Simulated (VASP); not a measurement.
Given:

```xyz
3
Lattice="1.5831 -2.7420 0.0000 1.5831 2.7420 0.0000 0.0000 0.0000 3.5274" Properties=species:S:1:pos:R:3 pbc="T T T"
Zr     0.0000     0.0000     0.0000
B      1.5831     0.9140     1.7637
B      1.5831    -0.9140     1.7637
```

Calculation: TPSS meta-GGA, VASP's PBE PAW potentials (set 64) (plane waves; VASP 6.6.1). Numerical set-up: 520 eV cut-off, 12×12×10 Γ-centred mesh, tetrahedra with Blöchl corrections, potentials Zr_sv B.

The cores are frozen, which limits the accuracy of field gradients.

### Question
Give the principal components of the electric field gradient (V/Å²) and the asymmetry η at each nucleus.

### Answer

```tsv
atom	Vxx	Vyy	Vzz	η
Zr1	-21.2	-21.2	42.4	0.00
B2	-0.8	-0.8	1.5	0.00
B3	-0.8	-0.8	1.5	0.00
```

The compound is ZrB2 in the AlB2 type structure. It was relaxed first.
